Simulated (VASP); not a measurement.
Input of a VASP 6.6.1 run:

The input INCAR:

```
PREC = Accurate
ENCUT = 400
EDIFF = 1E-6
ISMEAR = 1
SIGMA = 0.1
LREAL = Auto
LASPH = T
NELM = 60
ALGO = Fast
ISIF = 2
LWAVE = F
LCHARG = F
GGA = PE
IVDW = 12
NBANDS = 361
ISYM = 0
```

The input KPOINTS:

```
Automatic mesh
0
Gamma
  4 4 1
```

The input POSCAR:

```
Mo45H4C4S
1.0
    9.4500000000      0.0000000000      0.0000000000
    0.0000000000      9.4500000000      0.0000000000
    0.0000000000      0.0000000000     22.8000000000
Mo S C H
45 1 4 4
Direct
    0.0000000000      0.0000000000      0.1096000000
    0.3333000000      0.0000000000      0.1096000000
    0.6667000000      0.0000000000      0.1096000000
    0.0000000000      0.3333000000      0.1096000000
    0.3333000000      0.3333000000      0.1096000000
    0.6667000000      0.3333000000      0.1096000000
    0.0000000000      0.6667000000      0.1096000000
    0.3333000000      0.6667000000      0.1096000000
    0.6667000000      0.6667000000      0.1096000000
    0.1667000000      0.1667000000      0.1787000000
    0.5000000000      0.1667000000      0.1787000000
    0.8333000000      0.1667000000      0.1787000000
    0.1667000000      0.5000000000      0.1787000000
    0.5000000000      0.5000000000      0.1787000000
    0.8333000000      0.5000000000      0.1787000000
    0.1667000000      0.8333000000      0.1787000000
    0.5000000000      0.8333000000      0.1787000000
    0.8333000000      0.8333000000      0.1787000000
    0.0000000000      0.9982000000      0.2462000000
    0.3332000000      0.0000000000      0.2462000000
    0.6676000000      0.0001000000      0.2443000000
    0.9995000000      0.3350000000      0.2461000000
    0.3319000000      0.3346000000      0.2448000000
    0.6673000000      0.3337000000      0.2465000000
    0.0006000000      0.6673000000      0.2450000000
    0.3337000000      0.6663000000      0.2471000000
    0.6659000000      0.6674000000      0.2458000000
    0.1665000000      0.1689000000      0.3150000000
    0.5003000000      0.1682000000      0.3156000000
    0.8321000000      0.1625000000      0.3152000000
    0.1644000000      0.4998000000      0.3188000000
    0.4966000000      0.4953000000      0.3165000000
    0.8353000000      0.5032000000      0.3154000000
    0.1667000000      0.8309000000      0.3167000000
    0.5023000000      0.8373000000      0.3157000000
    0.8341000000      0.8343000000      0.3184000000
    0.0149000000      0.0112000000      0.3808000000
    0.3201000000      0.9997000000      0.3827000000
    0.6496000000      0.0134000000      0.3776000000
    0.9883000000      0.3225000000      0.3865000000
    0.3253000000      0.3246000000      0.3806000000
    0.6994000000      0.3369000000      0.3793000000
    0.9921000000      0.6709000000      0.3768000000
    0.3571000000      0.6822000000      0.3788000000
    0.6528000000      0.6474000000      0.3785000000
    0.2495000000      0.3279000000      0.4826000000
    0.0618000000      0.2961000000      0.4753000000
    0.0383000000      0.1439000000      0.4629000000
    0.1711000000      0.0563000000      0.4615000000
    0.2988000000      0.1489000000      0.4606000000
    0.0016000000      0.3466000000      0.5105000000
    0.9484000000      0.0967000000      0.4864000000
    0.1727000000      0.9689000000      0.4929000000
    0.3905000000      0.1147000000      0.4863000000
```

Potentials or basis: VASP PAW PBE potentials, release 64 (Mo_sv, S, C, H).

Run with:

```sh
$ cat potpaw_PBE.64/Mo_sv/POTCAR potpaw_PBE.64/S/POTCAR potpaw_PBE.64/C/POTCAR potpaw_PBE.64/H/POTCAR > POTCAR
$ mpirun -np 8 vasp_std > vasp.out
```

**Question.** Predict the dispersion energy per atom.

**Answer.** -0.442 eV.

**Question.** What does it give for the band gap on the k mesh?

**Answer.** None (metal or under the smearing width).

Forces in eV/Å, atoms in the order of the input:
```
Mo  -0.010  0.018  1.265
Mo   0.089  0.139  1.267
Mo  -0.075  0.020  1.200
Mo   0.022  0.003  1.235
Mo  -0.054 -0.059  1.190
Mo   0.011 -0.078  1.268
Mo  -0.038 -0.003  1.259
Mo   0.027 -0.053  1.310
Mo  -0.016  0.106  1.178
Mo  -0.008 -0.007 -1.373
Mo  -0.002  0.048 -1.320
Mo   0.005 -0.106 -1.362
Mo   0.076  0.065 -1.123
Mo  -0.048  0.013 -1.183
Mo   0.058  0.116 -1.355
Mo  -0.060 -0.090 -1.256
Mo   0.018 -0.084 -1.316
Mo   0.024 -0.033 -1.123
Mo  -0.013  0.001  0.011
Mo   0.006 -0.006 -0.002
Mo   0.001  0.000 -0.014
Mo  -0.014 -0.013 -0.002
Mo   0.007 -0.008 -0.007
Mo   0.007  0.004 -0.008
Mo  -0.012  0.005  0.002
Mo   0.013  0.015 -0.027
Mo  -0.007  0.000  0.001
Mo   0.018  0.024 -0.027
Mo  -0.003  0.011 -0.007
Mo  -0.007 -0.022 -0.021
Mo   0.003 -0.006 -0.010
Mo   0.000 -0.012  0.005
Mo   0.001 -0.006  0.009
Mo   0.011 -0.004  0.012
Mo   0.016  0.010 -0.006
Mo  -0.022  0.022 -0.009
Mo  -0.015 -0.020  0.022
Mo   0.016 -0.017 -0.004
Mo   0.006 -0.007  0.049
Mo  -0.003  0.023  0.024
Mo   0.012  0.006  0.023
Mo  -0.021  0.006  0.023
Mo  -0.002  0.002  0.051
Mo  -0.015 -0.014  0.046
Mo   0.007  0.001  0.025
S   -0.057 -0.073  0.002
C    0.077  0.004 -0.023
C    0.035 -0.007 -0.009
C    0.000  0.047 -0.003
C   -0.065  0.076 -0.016
H   -0.029  0.014  0.039
H   -0.030 -0.007  0.010
H    0.004 -0.049  0.037
H    0.054 -0.014  0.041
```
